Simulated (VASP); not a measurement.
A convergence study with VASP on CeO$_{2}$ (fluorite): one setting is varied, all else stays as given below, so the limit is that of these other settings. The cell's lengths are 1 % over those of the tabulated start and one atom is moved, so it is off equilibrium.

```
CELL_PARAMETERS angstrom
      0.00000     2.73205     2.73205
      2.73205     0.00000     2.73205
      2.73205     2.73205     0.00000
ATOMIC_POSITIONS crystal
  Ce 0.00000 0.00000 0.00000
  O  0.25000 0.25000 0.25000
  O  0.73891 0.76109 0.76109
```

Computed with LDA (Ceperley-Alder, Perdew-Zunger), VASP's LDA PAW potentials (set 64) (plane waves; VASP 6.6.1). The tightest run used: 1000 eV cut-off, 8×8×8 Γ-centred mesh, Gaussian smearing of 0.050 eV, potentials Ce O.

Gaps are read on the run's mesh, which can miss a band edge.

**Question.** The settings run are ENCUT = 250; ENCUT = 300; ENCUT = 350; ENCUT = 400; ENCUT = 450; ENCUT = 500; ENCUT = 550; ENCUT = 600; ENCUT = 650; ENCUT = 700; ENCUT = 750; ENCUT = 800; ENCUT = 850; ENCUT = 1000. From which on does the stress (every component) stay within 0.5 GPa of the tightest run?

**Answer.** From ENCUT = 500 on: it is off by 0.33 there and by no more than 0.5 in any finer run, while ENCUT = 450 is off by 1.41.
```json
[
 {"setting": "ENCUT = 250", "E (eV/atom)": "-9.7886", "pressure (GPa)": "-92.95", "largest force (eV/Å)": "0.395", "gap on the mesh (eV)": "1.827", "plane waves": "380", "difference judged (GPa)": "83.11"},
 {"setting": "ENCUT = 300", "E (eV/atom)": "-9.6778", "pressure (GPa)": "-46.64", "largest force (eV/Å)": "0.336", "gap on the mesh (eV)": "1.795", "plane waves": "531", "difference judged (GPa)": "36.80"},
 {"setting": "ENCUT = 350", "E (eV/atom)": "-9.6196", "pressure (GPa)": "-24.78", "largest force (eV/Å)": "0.375", "gap on the mesh (eV)": "1.777", "plane waves": "620", "difference judged (GPa)": "14.93"},
 {"setting": "ENCUT = 400", "E (eV/atom)": "-9.6056", "pressure (GPa)": "-14.84", "largest force (eV/Å)": "0.391", "gap on the mesh (eV)": "1.776", "plane waves": "754", "difference judged (GPa)": "5.00"},
 {"setting": "ENCUT = 450", "E (eV/atom)": "-9.5941", "pressure (GPa)": "-11.25", "largest force (eV/Å)": "0.385", "gap on the mesh (eV)": "1.772", "plane waves": "905", "difference judged (GPa)": "1.41"},
 {"setting": "ENCUT = 500", "E (eV/atom)": "-9.5906", "pressure (GPa)": "-10.18", "largest force (eV/Å)": "0.384", "gap on the mesh (eV)": "1.770", "plane waves": "1056", "difference judged (GPa)": "0.33"},
 {"setting": "ENCUT = 550", "E (eV/atom)": "-9.5909", "pressure (GPa)": "-10.03", "largest force (eV/Å)": "0.384", "gap on the mesh (eV)": "1.771", "plane waves": "1243", "difference judged (GPa)": "0.19"},
 {"setting": "ENCUT = 600", "E (eV/atom)": "-9.5922", "pressure (GPa)": "-10.10", "largest force (eV/Å)": "0.384", "gap on the mesh (eV)": "1.770", "plane waves": "1380", "difference judged (GPa)": "0.25"},
 {"setting": "ENCUT = 650", "E (eV/atom)": "-9.5934", "pressure (GPa)": "-10.17", "largest force (eV/Å)": "0.384", "gap on the mesh (eV)": "1.770", "plane waves": "1572", "difference judged (GPa)": "0.32"},
 {"setting": "ENCUT = 700", "E (eV/atom)": "-9.5942", "pressure (GPa)": "-10.19", "largest force (eV/Å)": "0.384", "gap on the mesh (eV)": "1.771", "plane waves": "1732", "difference judged (GPa)": "0.34"},
 {"setting": "ENCUT = 750", "E (eV/atom)": "-9.5940", "pressure (GPa)": "-10.08", "largest force (eV/Å)": "0.384", "gap on the mesh (eV)": "1.771", "plane waves": "1924", "difference judged (GPa)": "0.23"},
 {"setting": "ENCUT = 800", "E (eV/atom)": "-9.5938", "pressure (GPa)": "-9.99", "largest force (eV/Å)": "0.384", "gap on the mesh (eV)": "1.770", "plane waves": "2120", "difference judged (GPa)": "0.14"},
 {"setting": "ENCUT = 850", "E (eV/atom)": "-9.5934", "pressure (GPa)": "-9.89", "largest force (eV/Å)": "0.384", "gap on the mesh (eV)": "1.770", "plane waves": "2313", "difference judged (GPa)": "0.04"},
 {"setting": "ENCUT = 1000", "E (eV/atom)": "-9.5931", "pressure (GPa)": "-9.85", "largest force (eV/Å)": "0.384", "gap on the mesh (eV)": "1.770", "plane waves": "2954", "difference judged (GPa)": "0.00"}
]
```

Left out are rungs that failed or repeat a setting and relaxations that didn't move; long series are thinned to 24 rows.

The compound is CeO2 in the fluorite structure. The cell was not relaxed at this level, it is distorted from the ideal structure. The run is not spin-polarised, so no magnetic state was tried.
